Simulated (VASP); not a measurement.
Consider the following.

```
CELL_PARAMETERS angstrom
      0.00000     1.95574     1.95574
      1.95574     0.00000     1.95574
      1.95574     1.95574     0.00000
ATOMIC_POSITIONS crystal
  Pd 0.00000 0.00000 0.00000
```

Method: r2SCAN meta-GGA, VASP's PBE PAW potentials (set 64) (plane waves; VASP). Settings: 400 eV cut-off, 18×18×18 Γ-centred mesh, tetrahedra with Blöchl corrections, potentials Pd.

Task: Give the energies of bands 1 to 6 at the high-symmetry points, in eV from the Fermi level.

Result: 
```tsv
band	Γ	X	U	L	W
1	-7.07	-5.40	-4.75	-5.30	-4.33
2	-2.83	-5.13	-4.15	-2.91	-3.37
3	-2.83	-0.08	-1.94	-2.91	-3.37
4	-2.83	0.32	-0.98	-0.02	-1.34
5	-1.26	0.32	-0.14	-0.02	0.32
6	-1.26	3.67	7.46	1.33	9.32
```

It has no gap at this level: it comes out as a metal or semimetal.

The compound is Pd in the fcc structure. It was relaxed first.
